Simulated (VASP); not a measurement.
A convergence study with VASP on BP (zinc blende): one setting is varied, all else stays as given below, so the limit is that of these other settings. Each run relaxes cell and ions from the cell shown.

```
BP
1.0
    0.00000     2.27000     2.27000
    2.27000     0.00000     2.27000
    2.27000     2.27000     0.00000
B P
1 1
Direct
  0.00000   0.00000   0.00000
  0.25000   0.25000   0.25000
```

Method: PBEsol GGA, VASP's PBE PAW potentials (set 64) (plane waves; VASP). The tightest run used: 700 eV cut-off, 14×14×14 Γ-centred mesh, Gaussian smearing of 0.050 eV, potentials B P.

Gaps are read on the run's mesh, which can miss a band edge.

Q: The settings run are 2×2×2 mesh; 3×3×3 mesh; 4×4×4 mesh; 5×5×5 mesh; 6×6×6 mesh; 7×7×7 mesh; 9×9×9 mesh; 10×10×10 mesh; 11×11×11 mesh; 12×12×12 mesh; 13×13×13 mesh; 14×14×14 mesh. From which on does the relaxed volume stay within 0.1 Å³/atom of the tightest run?

A: From 4×4×4 mesh on: it is off by 0.078 there and by no more than 0.1 in any finer run, while 3×3×3 mesh is off by 0.254.
```tsv
setting	relaxed volume (Å³/atom)	E (eV/atom)	gap on the mesh (eV)	irreducible k-points	difference judged (Å³/atom)
2×2×2 mesh	12.698	-5.4073	1.182	3	1.145
3×3×3 mesh	11.807	-6.5160	1.230	4	0.254
4×4×4 mesh	11.631	-6.7483	1.191	8	0.078
5×5×5 mesh	11.580	-6.8102	1.110	10	0.027
6×6×6 mesh	11.563	-6.8289	1.202	16	0.010
7×7×7 mesh	11.557	-6.8349	1.113	20	0.004
9×9×9 mesh	11.554	-6.8378	1.128	35	0.001
10×10×10 mesh	11.553	-6.8380	1.117	47	0.000
11×11×11 mesh	11.553	-6.8381	1.142	56	0.000
12×12×12 mesh	11.553	-6.8382	1.111	72	0.000
13×13×13 mesh	11.553	-6.8382	1.135	84	0.000
14×14×14 mesh	11.553	-6.8382	1.114	104	0.000
```

Left out are rungs that failed or repeat a setting and relaxations that didn't move; long series are thinned to 24 rows.

The compound is BP in the zinc blende structure.
